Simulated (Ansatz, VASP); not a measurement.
**ScHg: VASP beside Ansatz**

```
Sc Hg
1.0
     3.48000   -0.01740   -0.01740
    -0.01740    3.48000   -0.01740
    -0.01740   -0.01740    3.48000
Sc Hg
1 1
Direct
  0.50000 0.50000 0.50000
  0.00000 0.00000 0.00000
```

Change from the starting cell: equal xy, yz and zx shear strains of -1 %.

Alike in both runs: task single point; functional PBEsol; k mesh 12 × 12 × 12; occupations fermi-dirac, width 0.08 eV; no spin polarisation.

|  | VASP | Ansatz |
| --- | --- | --- |
| version | VASP 6.6.1 | Ansatz 0.2.0 |
| potentials or method | VASP PAW PBE potentials, release 64 (Sc_sv, Hg), cutoff 520 eV | all-electron LAPW, scalar-relativistic |

```tsv
	VASP	Ansatz	Ansatz less VASP
pressure (GPa)	-0.8	-0.9	-0.13
largest component of the traceless stress (GPa)	0.55	0.54	-0.008
```

Ansatz ran all-electron here, so the differences hold the error of VASP's frozen core and of both bases.

Caveats: the PAW data sets were made with another functional, which shifts forces and pressure a little (VASP). The runs have no spin-orbit coupling, so splittings on Hg are missing.
